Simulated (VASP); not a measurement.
Crystal: Cs2InAgBr6.

```xyz
10
Lattice="0.0000 5.6120 5.6120 5.6120 0.0000 5.6120 5.6120 5.6120 0.0000" Properties=species:S:1:pos:R:3 pbc="T T T"
Cs    8.4180    8.4180    8.4180
Cs    2.8060    2.8060    2.8060
In    0.0000    0.0000    0.0000
Ag    5.6120    5.6120    5.6120
Br    2.7387    5.6120    5.6120
Br    5.6120    5.6120    2.7387
Br    8.4853    5.6120    5.6120
Br    5.6120    2.7387    5.6120
Br    5.6120    8.4853    5.6120
Br    5.6120    5.6120    8.4853
```

The cell comes from a database or a generator and needn't be the stable form of this composition.

- Program: VASP 6.6.1
- Task: relaxation of cell and atoms
- Functional: PBEsol
- Potentials or basis: VASP PAW PBE potentials, release 64 (Cs_sv, In_d, Ag, Br)
- Cutoff: 600 eV
- k mesh: 4 × 4 × 4
- Occupations: gaussian, width 0.03 eV
- Spin: no spin polarisation

At the start: pressure -1.8 GPa; volume 35.35 Å³/atom.

Problem. How do energy, volume and symmetry change on relaxing?

Solution. Over 8 steps the energy falls by 17.9 meV/atom and the volume is 32.54 Å³/atom (-7.9 %); space group Fm-3m (No. 225, to 0.05 Å).

Step by step:
```csv
step,energy change (eV),largest force (eV/Å),pressure (GPa),volume (Å³)
1,0.0000,0.0006,-1.85,353.49
2,-0.1512,0.1771,-0.44,333.05
3,-0.1580,0.2264,0.00,328.13
4,-0.1706,0.1397,0.00,326.88
5,-0.1792,0.0062,0.05,324.49
6,-0.1793,0.0080,0.06,324.68
7,-0.1793,0.0027,0.06,324.61
8,-0.1794,0.0050,-0.02,325.42
```

Final structure:
```cif
data_structure
_symmetry_space_group_name_H-M 'P 1'
_symmetry_Int_Tables_number 1
_cell_length_a 7.7206
_cell_length_b 7.7206
_cell_length_c 7.7206
_cell_angle_alpha 60.000
_cell_angle_beta 60.000
_cell_angle_gamma 60.000
_cell_volume 325.42
loop_
_atom_site_label
_atom_site_type_symbol
_atom_site_fract_x
_atom_site_fract_y
_atom_site_fract_z
_atom_site_occupancy
Cs1 Cs 0.75000 0.75000 0.75000 1
Cs2 Cs 0.25000 0.25000 0.25000 1
In1 In 0.00000 0.00000 0.00000 1
Ag1 Ag 0.50000 0.50000 0.50000 1
Br1 Br 0.75303 0.24697 0.24697 1
Br2 Br 0.24697 0.24697 0.75303 1
Br3 Br 0.24697 0.75303 0.75303 1
Br4 Br 0.24697 0.75303 0.24697 1
Br5 Br 0.75303 0.24697 0.75303 1
Br6 Br 0.75303 0.75303 0.24697 1
```

Caveat: the PAW data sets were made with another functional, which shifts forces and pressure a little.
